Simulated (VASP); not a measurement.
VASP input:

### INCAR
```
SYSTEM  =  Mo3Ir
PREC  =  Accurate; ENCUT  =  300; LREAL  =  F
LASPH  =  T
EDIFF  =  1E-6; NELM  =  100; ALGO  =  Normal
LMAXMIX  =  6
ISMEAR  =  -1; SIGMA  =  0.1
GGA  =  PE
ISIF  =  2
LWAVE  =  F; LCHARG  =  F
```

POSCAR:
```
Mo3Ir
1
   -1.9284800000     1.9284800000     4.2955810000
    1.9284800000    -1.9284800000     4.2955810000
    1.9284800000     1.9284800000    -4.2955810000
Mo Ir
3 1
Direct
  0.5000000000   0.5000000000   0.0000000000
  0.7500000000   0.2500000000   0.5000000000
  0.2500000000   0.7500000000   0.5000000000
  0.0000000000   0.0000000000   0.0000000000
```

File KPOINTS:
```
kpoints
0
Gamma
6 6 6
0 0 0
```

POTCAR, in this order: Mo_sv Ir (PBE.64 set). Program: vasp_std.

### Question
Write an equivalent input for Quantum ESPRESSO's pw.x.

### Answer
One equivalent input (not run):
```
&CONTROL
  calculation = 'scf'
  pseudo_dir = './pseudo'
  outdir = './out'
  tprnfor = .true.
  tstress = .true.
/
&SYSTEM
  ibrav = 0
  nat = 4
  ntyp = 2
  ecutwfc = 80
  occupations = 'smearing'
  smearing = 'fermi-dirac'
  degauss = 0.00735
  input_dft = 'pbe'
/
&ELECTRONS
  conv_thr = 7.3e-08
  electron_maxstep = 100
/
ATOMIC_SPECIES
  Mo 95.950 Mo.upf
  Ir 192.217 Ir.upf
CELL_PARAMETERS angstrom
    -1.9284800    1.9284800    4.2955810
     1.9284800   -1.9284800    4.2955810
     1.9284800    1.9284800   -4.2955810
ATOMIC_POSITIONS crystal
  Mo   0.5000000  0.5000000  0.0000000
  Mo   0.7500000  0.2500000  0.5000000
  Mo   0.2500000  0.7500000  0.5000000
  Ir   0.0000000  0.0000000  0.0000000
K_POINTS automatic
  6 6 6 0 0 0
```
Limits of the translation: the potentials are each code's own (VASP's PAW set, PseudoDojo norm-conserving files in pw.x), so ENCUT and ecutwfc are chosen apart and not converted; conv_thr bounds pw.x's estimated SCF error, while EDIFF bounds the energy change between steps.

The structure was generated: Mo3Ir was put into an ordered model structure, which need not be its known phase. The cell was not relaxed at this level. The k-mesh is coarse (spacing up to 0.38 per Å, 2π included), so the numbers may not be converged in it.
